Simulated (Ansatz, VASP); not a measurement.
Ca2Ir in VASP and in Ansatz

```
Ca Ir
1.0
     0.00000    3.44018    3.44018
     3.44018    0.00000    3.44018
     3.44018    3.44018    0.00000
Ca Ir
2 1
Direct
  0.25000 0.25000 0.25000
  0.75000 0.75000 0.75000
  0.00000 0.00000 0.00000
```

Change from the starting cell: species swapped into the NiI2 type (R-3m, No. 166).

Alike in both runs: functional PBE; k mesh 12 × 12 × 12; occupations gaussian, width 0.1 eV; no spin polarisation.

Ansatz relaxed the structure, and its values are those at the end. VASP's run is a single point on that final structure, the one shown.

|  | VASP | Ansatz |
| --- | --- | --- |
| version | VASP 6.6.1 | Ansatz 0.2.0 |
| potentials or method | VASP PAW PBE potentials, release 64 (Ca_sv, Ir) | scalar-relativistic, plane waves, PAW |
| plane-wave cutoff (eV) | 520 | 420 |
| valence electrons in the cell | 29 | 37 |

```tsv
	VASP	Ansatz	Ansatz less VASP
gap on the k mesh at the Fermi level (eV)	none	none	-
pressure (GPa)	0.1	0.0	-0.09
```

A gap of «none» marks a metal or a gap that the smearing closes. With one functional, cell and mesh, what is left measures potentials, basis and numerics. The two sets of potentials don't hold the same shells in valence.

The runs have no spin-orbit coupling, so splittings on Ir are missing.
